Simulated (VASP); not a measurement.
Input:

```xyz
6
Lattice="4.8919 0.0000 0.0000 0.0000 4.8919 0.0000 0.0000 0.0000 3.2235" Properties=species:S:1:pos:R:3 pbc="T T T"
Zn     0.0000     0.0000     0.0000
Zn     2.4459     2.4459     1.6118
F      1.4923     1.4923     0.0000
F      3.9383     0.9536     1.6118
F      0.9536     3.9383     1.6118
F      3.3996     3.3996     0.0000
```

Calculation: RPBE GGA, VASP's PBE PAW potentials (set 64) (plane waves; VASP 6.6.1). Numerical set-up: 520 eV cut-off, Gaussian smearing of 0.050 eV, potentials Zn F.

Question: What does the run give for the band gap (along the path) with the smallest direct gap where there is one?

Answer: 
```
Quantity                               Result
------------------------------------  -------
band gap (along the path)             3.53 eV
smallest direct gap (along the path)  3.58 eV
```

The absolute energy has meaning only against runs of the same code, potentials and settings.

The compound is ZnF2 in the rutile structure. It was relaxed first, which changed the volume by +12 %.
